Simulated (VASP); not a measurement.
VASP ran on this input.

### INCAR
```
SYSTEM = Na
PREC = Accurate
ENCUT = 400
EDIFF = 1E-6
NELM = 25
ALGO = VeryFast
LREAL = .FALSE.
LASPH = .TRUE.
ISMEAR = 1
SIGMA = 0.1
GGA = PE
LWAVE = .FALSE.
LCHARG = .FALSE.
ISIF = 2
HFSCREEN = 0.2
AEXX = 0.25
LHFCALC = .TRUE.
PRECFOCK = Fast
ISYM = 3
```

### KPOINTS
```
Automatic mesh
0
Gamma
2 2 2
0 0 0
```

**POSCAR**
```
Na
1
   -2.1726000000     2.1726000000     2.1726000000
    2.1726000000    -2.1726000000     2.1726000000
    2.1726000000     2.1726000000    -2.1726000000
Na
1
Direct
  0.0000000000   0.0000000000   0.0000000000
```

POTCAR, in this order: Na_pv (PBE.64 set). Program: vasp_std.

Problem. Does this input run properly? What does VASP do?

Solution. There is a fault: a hybrid functional was run with ALGO = VeryFast. The run did not converge; its last values are not results. Against the sound run, the energy per atom (σ→0) rises by 39.163 eV/atom; the pressure falls by 247.01 GPa.

### standard output
```
 POSCAR found type information on POSCAR Na
 POSCAR found :  1 types and       1 ions
 Reading from existing POTCAR
 Reading from existing POTCAR
 LDA part: xc-table for (Slater+PW92), standard interpolation
 POSCAR, INCAR and KPOINTS ok, starting setup
 WAVECAR not read
 entering main loop
       N       E                     dE             d eps       ncg     rms          rms(c)
RMM:   1     0.479653265973E+01    0.47965E+01   -0.21262E+03    21   0.623E+02
RMM:   2    -0.517046379986E+02   -0.56501E+02   -0.95905E+02    21   0.212E+02
RMM:   3    -0.451809055914E+02    0.65237E+01   -0.11930E+02    21   0.138E+02
RMM:   4    -0.455889909586E+02   -0.40809E+00   -0.15139E+01    21   0.732E+01
RMM:   5    -0.469001356430E+02   -0.13111E+01   -0.15184E+01    21   0.438E+01
RMM:   6    -0.463295946471E+02    0.57054E+00   -0.27679E+01    21   0.392E+01
RMM:   7    -0.468626294299E+02   -0.53303E+00   -0.89353E+00    21   0.207E+01
RMM:   8    -0.468042676231E+02    0.58362E-01   -0.40448E+01    21   0.299E+01
RMM:   9    -0.454462416142E+02    0.13580E+01   -0.27302E+00    64   0.168E+01
RMM:  10    -0.453944634767E+02    0.51778E-01   -0.24784E-01    57   0.775E+00
RMM:  11    -0.453987877952E+02   -0.43243E-02   -0.28802E-01    60   0.791E+00
RMM:  12    -0.454003310395E+02   -0.15432E-02   -0.22747E-01    57   0.654E+00    0.807E-01
RMM:  13     0.389490167207E+02    0.84349E+02   -0.30437E+00    59   0.370E+01    0.113E+00
RMM:  14     0.385922979763E+02   -0.35672E+00   -0.38035E-01    57   0.870E+00    0.390E-01
RMM:  15     0.386994443670E+02    0.10715E+00   -0.29521E-01    59   0.716E+00    0.191E-01
RMM:  16     0.387226337417E+02    0.23189E-01   -0.28514E-01    58   0.639E+00    0.926E-02
RMM:  17     0.387376666714E+02    0.15033E-01   -0.27958E-01    59   0.642E+00    0.573E-02
RMM:  18     0.387416011753E+02    0.39345E-02   -0.27874E-01    60   0.644E+00    0.374E-02
RMM:  19     0.387441404608E+02    0.25393E-02   -0.27928E-01    59   0.648E+00    0.248E-02
RMM:  20     0.387446952014E+02    0.55474E-03   -0.28101E-01    59   0.648E+00    0.178E-02
RMM:  21     0.387457952431E+02    0.11000E-02   -0.28077E-01    61   0.657E+00    0.116E-02
RMM:  22     0.387455531082E+02   -0.24213E-03   -0.28203E-01    64   0.654E+00    0.104E-02
RMM:  23     0.387463578176E+02    0.80471E-03   -0.28436E-01    65   0.667E+00    0.932E-03
RMM:  24     0.387468166974E+02    0.45888E-03   -0.28601E-01    67   0.678E+00    0.202E-02
RMM:  25     0.387492874179E+02    0.24707E-02   -0.28389E-01    66   0.699E+00

 -----------------------------------------------------------------------------
|                                                                             |
|           W    W    AA    RRRRR   N    N  II  N    N   GGGG   !!!           |
|           W    W   A  A   R    R  NN   N  II  NN   N  G    G  !!!           |
|           W    W  A    A  R    R  N N  N  II  N N  N  G       !!!           |
|           W WW W  AAAAAA  RRRRR   N  N N  II  N  N N  G  GGG   !            |
|           WW  WW  A    A  R   R   N   NN  II  N   NN  G    G                |
|           W    W  A    A  R    R  N    N  II  N    N   GGGG   !!!           |
|                                                                             |
|     The electronic self-consistency was not achieved in the given           |
|     number of steps (NELM). The forces and other quantities evaluated       |
|     might not be reliable so examine the results carefully. If you find     |
|     spurious results, we suggest increasing NELM, if you were close to      |
|     convergence or switching to a different ALGO or adjusting the           |
|     density mixing parameters otherwise.                                    |
|                                                                             |
 -----------------------------------------------------------------------------

   1 F= 0.38749287E+02 E0= 0.38756338E+02  d E =-.211525E-01
```

File OUTCAR:
```
------------------------ aborting loop EDIFF was not reached (unconverged)  ----------------------------
  FORCE on cell =-STRESS in cart. coord.  units (eV):
  Direction    XX          YY          ZZ          XY          YZ          ZX
  --------------------------------------------------------------------------------------
  Total      -63.0244264    -63.0244264    -63.0244264      0.0000000     -0.0000000      0.0000000
  in kB    -2461.6152129  -2461.6152129  -2461.6152129      0.0000000     -0.0000000      0.0000000
  external PRESSURE =   -2461.6152129 kB  Pullay stress =       0.0000000 kB
  volume of cell :       41.02
      direct lattice vectors                 reciprocal lattice vectors
    -2.172600000  2.172600000  2.172600000     0.000000000  0.230139004  0.230139004
     2.172600000 -2.172600000  2.172600000     0.230139004  0.000000000  0.230139004
     2.172600000  2.172600000 -2.172600000     0.230139004  0.230139004  0.000000000
 POSITION                                       TOTAL-FORCE (eV/Angst)
 -----------------------------------------------------------------------------------
      0.00000      0.00000      0.00000        -0.000000     -0.000000     -0.000000
 -----------------------------------------------------------------------------------
    total drift:                               -0.029361     -0.000579     -0.004971
  FREE ENERGIE OF THE ION-ELECTRON SYSTEM (eV)
  ---------------------------------------------------
  free  energy   TOTEN  =        38.7492874179 eV

  energy  without entropy=       38.7704399173  energy(sigma->0) =       38.75633825

  exchange ACFDT corr.  =        -0.21041363  see jH, gK, PRB 81, 115126
```
(Selected blocks of OUTCAR.)

To mend it, set ALGO = Normal.

The mended run (HSE06 screened hybrid, plane waves, VASP's PBE PAW potentials (set 64)) converges, and its OSZICAR ends with
```
   1 F= -.41419500E+00 E0= -.40714263E+00  d E =-.211571E-01
```

The compound is Na in the bcc structure. The cell was not relaxed at this level.
